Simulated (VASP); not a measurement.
Runs of VASP 6.6.1 on SnSe2. The structure is trigonal, space group P-3m1 (No. 164). Conventional cell: a = 3.864 Å, b = 3.864 Å, c = 6.222 Å, α = 90.00°, β = 90.00°, γ = 120.00°. Around Sn (site symmetry -3m) lie 6 Se at 2.72 Å. Se (site symmetry 3m) has 3 Sn at 2.72 Å as nearest neighbours. 

| task | level | cell | cutoff (eV) | smearing | gap on the mesh (eV) | pressure (GPa) | relaxed volume (Å³/atom) | largest force (eV/Å) |
| --- | --- | --- | --- | --- | --- | --- | --- | --- |
| relaxation of cell and atoms | r2SCAN | relaxed | 600 | tetrahedron | (b) | 0.0 | (c) | 0.01 |
| single point | PBEsol | P-3m1, 26.27 Å³/atom | 520 | gaussian 0.1491 eV | 0.66 | 0.1 | - | 0.02 |
| single point | r2SCAN | P-3m1, 27.95 Å³/atom | 520 | tetrahedron | 1.16 | 0.0 | - | 0.01 |
| relaxation of cell and atoms | PBEsol | relaxed | 600 | gaussian 0.1491 eV | (a) | 0.0 | 26.52 | 0.01 |

Alike in all rows: potentials or basis VASP PAW PBE potentials, release 64 (Sn_d, Se); no spin polarisation; k mesh 5 × 5 × 3.

Question: Fill in the values left out.

Answer: (a) 0.67; (b) 1.15; (c) 27.87.

Caveats: the PAW data sets were made with another functional, which shifts forces and pressure a little; spin-orbit coupling is left out, which moves the levels of the heavy elements; an odd mesh through Γ misses points on the zone boundary, where band edges often lie; this functional lacks dispersion, which binds the layers, so the pressure and a relaxed spacing across them are unreliable (some runs).

A k mesh can miss the band edges, and the runs leave out spin-orbit coupling on Se, Sn.
